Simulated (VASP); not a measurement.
The input files of a VASP run:

### KPOINTS
```
Automatic mesh
0
Gamma
8 8 8
0 0 0
```

INCAR:
```
ALGO  =  Normal
EDIFF  =  1E-7
EDIFFG  =  -0.01
ENCUT  =  480
IBRION  =  2
ISIF  =  3
ISMEAR  =  0
LASPH  =  .TRUE.
LCHARG  =  .FALSE.
LMAXMIX  =  4
LMIXTAU  =  .TRUE.
LREAL  =  .FALSE.
LWAVE  =  .FALSE.
METAGGA  =  R2SCAN
NELM  =  100
NSW  =  40
PREC  =  Accurate
PSTRESS  =  50
SIGMA  =  0.05
SYSTEM  =  ZnS
```

File POSCAR:
```
ZnS
1
    0.0000000000     2.6446406723     2.6446406723
    2.6446406723     0.0000000000     2.6446406723
    2.6446406723     2.6446406723     0.0000000000
Zn S
1 1
Direct
  0.0000000000   0.0000000000   0.0000000000
  0.2500000000   0.2500000000   0.2500000000
```

POTCAR, in this order: Zn S (PBE.64 set). Program: vasp_std.

**Question.** Translate this r2SCAN calculation to Ansatz.

**Answer.** One equivalent input (not run):
Ansatz 0.2 input:
```yaml
crystal:
  lattice:
    - [0.0000000, 2.6446407, 2.6446407]
    - [2.6446407, 0.0000000, 2.6446407]
    - [2.6446407, 2.6446407, 0.0000000]
  atoms:
    - { symbol: Zn, position: [0.0000000, 0.0000000, 0.0000000] }
    - { symbol: S, position: [0.2500000, 0.2500000, 0.2500000] }
kpoints:
  mp_grid: { grid: [8, 8, 8] }
hamiltonian:
  xc: r2scan
  pseudopotentials: { kind: paw }
scf:
  occupations: { method: gaussian, width: 0.05 }
  max_iter: 100
relax:
  max_steps: 40
  f_tol: 0.01
  cell: { p_target: 5 }
output: { forces: true, stress: true, eigenvalues: true }
```
What does not carry over: each code has its own PAW files, so the cut-off isn't converted (ENCUT is set for VASP's; basis.ecutwfc is left out, and Ansatz then takes the one that its files recommend); Ansatz stops its SCF on the density residual and VASP on the energy change (EDIFF).

The compound is ZnS in the zinc blende structure. It was relaxed first under an external pressure of 5 GPa.
